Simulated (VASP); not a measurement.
VASP ran on this input.

### INCAR
```
SYSTEM = BN
PREC = Accurate; ENCUT = 600; LREAL = .FALSE.
LASPH = .TRUE.
EDIFF = 1E-7; NELM = 100; ALGO = Normal
ISMEAR = 0; SIGMA = 0.05
GGA = PS
ISIF = 2
LWAVE = .FALSE.; LCHARG = .FALSE.
```

POSCAR:
```
BN
1.0
  0.0000000000   1.8037830982   1.8037830982
  1.8037830982   0.0000000000   1.8037830982
  1.8037830982   1.8037830982   0.0000000000
B N
1 1
Cartesian
  0.0000000000   0.0000000000   0.0000000000
  0.9018915491   0.9018915491   0.9018915491
```

### KPOINTS
```
Automatic
0
Gamma
  12 12 12
0 0 0
```

POTCAR, in this order: B N (PBE.64 set). Program: vasp_std.

Task: Write an equivalent input for Ansatz.

Result: One equivalent input (not run):
Ansatz 0.2 input:
```yaml
crystal:
  lattice:
    - [0.0000000, 1.8037831, 1.8037831]
    - [1.8037831, 0.0000000, 1.8037831]
    - [1.8037831, 1.8037831, 0.0000000]
  atoms:
    - { symbol: B, position: [0.0000000, 0.0000000, 0.0000000] }
    - { symbol: N, position: [0.2500000, 0.2500000, 0.2500000] }
kpoints:
  mp_grid: { grid: [12, 12, 12] }
hamiltonian:
  xc: pbesol
  pseudopotentials: { kind: paw }
scf:
  occupations: { method: gaussian, width: 0.05 }
  max_iter: 100
output: { forces: true, stress: true, eigenvalues: true }
```
The two are equivalent in intent, not identical: each code has its own PAW files, so the cut-off isn't converted (ENCUT is set for VASP's; basis.ecutwfc is left out, and Ansatz then takes the one that its files recommend); Ansatz stops its SCF on the density residual and VASP on the energy change (EDIFF).

The compound is BN in the zinc blende structure. It was relaxed first.
